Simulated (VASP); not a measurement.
Data:

```
CELL_PARAMETERS angstrom
      0.00000     2.75207     2.75207
      2.75207     0.00000     2.75207
      2.75207     2.75207     0.00000
ATOMIC_POSITIONS crystal
  Pt 0.00000 0.00000 0.00000
  Sb 0.50000 0.50000 0.50000
```

Computed with r2SCAN meta-GGA, VASP's PBE PAW potentials (set 64) (plane waves; VASP). Run with 400 eV cut-off, 13×13×13 Γ-centred mesh, tetrahedra with Blöchl corrections, potentials Pt Sb.

The job: PtSb (relaxed from the rock salt structure, space group Fm-3m), 2 atoms, r2SCAN, static run, 400 eV, 13×13×13 Γ-centred mesh. Roughly how much core time does it take on a busy server core?

About 90 core-seconds (one run on a shared machine, a rough figure). It had 84 irreducible k-points, 11 bands, up to 770 plane waves and 19 electronic steps.

The structure was generated: PtSb was put into the rock salt type (Fm-3m), which need not be its known phase. It was relaxed first, which changed the volume by -20 %.
